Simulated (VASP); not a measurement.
Calculation: vdW-DF2, VASP's PBE PAW potentials (set 64) (plane waves; VASP).

VASP input:

POSCAR:
```
CsSnI3
1
    6.0888277484     0.0000000000    -0.0000000000
    0.0000000000     6.0888277484     0.0000000000
   -0.0000000000     0.0000000000     6.0888277484
Cs Sn I
1 1 3
Direct
  0.0000000000   0.0000000000   0.0000000000
  0.5000000000   0.5000000000   0.5000000000
  0.5000000000   0.0000000000   0.5000000000
  0.0000000000   0.5000000000   0.5000000000
  0.5000000000   0.5000000000   0.0000000000
```

INCAR:
```
# general
SYSTEM   = CsSnI3
PREC     = Accurate
ENCUT    = 520
LREAL    = .FALSE.
LASPH    = .TRUE.

# electronic loop
EDIFF    = 1E-6
NELM     = 100
ALGO     = Normal
LMAXMIX  = 4

# smearing
ISMEAR   = 0
SIGMA    = 0.05

# functional
GGA      = ML
LUSE_VDW = .TRUE.
AGGAC    = 0.0
ZAB_VDW  = -1.8867

# ions
IBRION   = 2
NSW      = 60
ISIF     = 3
EDIFFG   = -0.02

# output
LWAVE    = .FALSE.
LCHARG   = .FALSE.
```

### KPOINTS
```
Automatic mesh
0
Gamma
4 4 4
0 0 0
```

POTCAR, in this order: Cs_sv Sn_d I (PBE.64 set). Program: vasp_std.

Energy and stress use the plane-wave basis of the starting cell. Unless said otherwise, spin-orbit coupling is left out, though it shifts the bands of the heavy elements here.

Question: Predict the energy per atom (σ→0), volume per atom, band gap (on the k-mesh).

Answer: 
| Item | Result |
|---|---|
| energy per atom (σ→0) | -0.456 eV/atom |
| band gap (on the k-mesh) | 0.88 eV |
| volume per atom | 53.31 Å³/atom |

OSZICAR:
```
...
DAV:   2    -0.231485259759E+01    0.14466E+00   -0.26196E-01   598   0.418E+00    0.917E-01
DAV:   3    -0.228081213450E+01    0.34040E-01   -0.11704E-01   640   0.258E+00    0.371E-01
DAV:   4    -0.227970284216E+01    0.11093E-02   -0.26310E-03   546   0.342E-01    0.275E-01
DAV:   5    -0.227889157864E+01    0.81126E-03   -0.12060E-03   684   0.235E-01    0.632E-02
DAV:   6    -0.227882449028E+01    0.67088E-04   -0.21649E-04   626   0.129E-01    0.173E-02
DAV:   7    -0.227881677159E+01    0.77187E-05   -0.98074E-06   586   0.180E-02    0.692E-03
DAV:   8    -0.227881580164E+01    0.96995E-06   -0.54311E-07   316   0.486E-03
   3 F= -.22788158E+01 E0= -.22788158E+01  d E =-.382752E+00
```

The compound is CsSnI3 in the cubic perovskite structure, the ideal cubic form; the compound distorts at low or room temperature. This run relaxes it. Symmetry was kept, so distortions that lower it aren't found. The start is the result of an earlier pass.
